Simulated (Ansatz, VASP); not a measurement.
BiB in VASP and in Ansatz

```xyz
2
Lattice="0.0000 2.6381 2.6381 2.6381 0.0000 2.6381 2.6381 2.6381 0.0000" Properties=species:S:1:pos:R:3 pbc="T T T"
B     0.0000    0.0000    0.0000
Bi    2.6381    2.6381    2.6381
```

Alike in both runs: task electric field gradients; functional PBE; k mesh 12 × 12 × 12; occupations fermi-dirac, width 0.05 eV; no spin polarisation.

|  | VASP | Ansatz |
| --- | --- | --- |
| version | VASP 6.6.1 | Ansatz 0.2.0 |
| potentials or method | VASP PAW PBE potentials, release 64 (B, Bi_d), cutoff 520 eV | all-electron PAW with datasets made for the crystal, scalar-relativistic |

Ansatz gave:

```
pressure (GPa)                                                 : 0.1
Vzz of the field gradient on the site that differs most (V/Å²) : 0.0
```

Problem. Which values does VASP return?

Solution. Pressure (GPa): 0.0; Vzz of the field gradient on the site that differs most (V/Å²): 0.0.

Ansatz ran all-electron here, so the differences hold the error of VASP's frozen core and of both bases. Ansatz warned: «gradients_without_spin_orbit».
